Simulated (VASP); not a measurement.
The input files of a VASP run:

File KPOINTS:
```
Automatic mesh
0
Gamma
10 10 10
0 0 0
```

**POSCAR**
```
Cr
1
    2.8800000000     0.0000000000     0.0000000000
    0.0000000000     2.8800000000     0.0000000000
    0.0000000000     0.0000000000     2.8800000000
Cr
2
Direct
  0.0000000000   0.0000000000   0.0000000000
  0.5000000000   0.5000000000   0.5000000000
```

INCAR:
```
SYSTEM = Cr
PREC = Accurate
ENCUT = 400
EDIFF = 1E-6
NELM = 100
ALGO = Normal
LREAL = .FALSE.
LASPH = .TRUE.
ISMEAR = 1
SIGMA = 0.1
GGA = PE
LMAXMIX = 4
ISPIN = 2
MAGMOM = 1.5 -1.5
LORBIT = 10
LWAVE = .FALSE.
LCHARG = .FALSE.
ISIF = 2
IBRION = 0
NSW = 3
TEBEG = 300
```

POTCAR, in this order: Cr_pv (PBE.64 set). Program: vasp_std.

The run wrote:

### standard output
```
 POSCAR found type information on POSCAR Cr
 POSCAR found :  1 types and       2 ions
 Reading from existing POTCAR

 -----------------------------------------------------------------------------
|                                                                             |
|     EEEEEEE  RRRRRR   RRRRRR   OOOOOOO  RRRRRR      ###     ###     ###     |
|     E        R     R  R     R  O     O  R     R     ###     ###     ###     |
|     E        R     R  R     R  O     O  R     R     ###     ###     ###     |
|     EEEEE    RRRRRR   RRRRRR   O     O  RRRRRR       #       #       #      |
|     E        R   R    R   R    O     O  R   R                               |
|     E        R    R   R    R   O     O  R    R      ###     ###     ###     |
|     EEEEEEE  R     R  R     R  OOOOOOO  R     R     ###     ###     ###     |
|                                                                             |
|     Fatal error! IBRION=0, but no entry for POTIM on file INCAR. MUST       |
|     be specified!                                                           |
|                                                                             |
|       ---->  I REFUSE TO CONTINUE WITH THIS SICK JOB ... BYE!!! <----       |
|                                                                             |
 -----------------------------------------------------------------------------
```

Q: Read input and log: which fault does this run have?
(A) NELM is too small, so the electronic loop ends before EDIFF is met
(B) ISPIN is misspelt, so the run is not spin-polarised
(C) ALGO = VeryFast starts from random orbitals with almost no delay (NELMDL = -1)
(D) molecular dynamics (IBRION = 0) was asked for without POTIM

A: D, molecular dynamics (IBRION = 0) was asked for without POTIM. VASP stops with an error: Fatal error! IBRION=0, but no entry for POTIM on file INCAR. MUST be specified! ----> I REFUSE TO CONTINUE WITH THIS SICK JOB ... BYE!!! <----

To mend it, set POTIM to the time step in fs (1 to 2 fs suits most solids). The plain static run on this cell (PBE GGA, plane waves, VASP's PBE PAW potentials (set 64)) converges, and its OSZICAR ends with
```
   1 F= -.19053001E+02 E0= -.19052770E+02  d E =-.692500E-03  mag=     0.0000
```

The compound is Cr in the bcc, AFM order structure. The cell was not relaxed at this level.
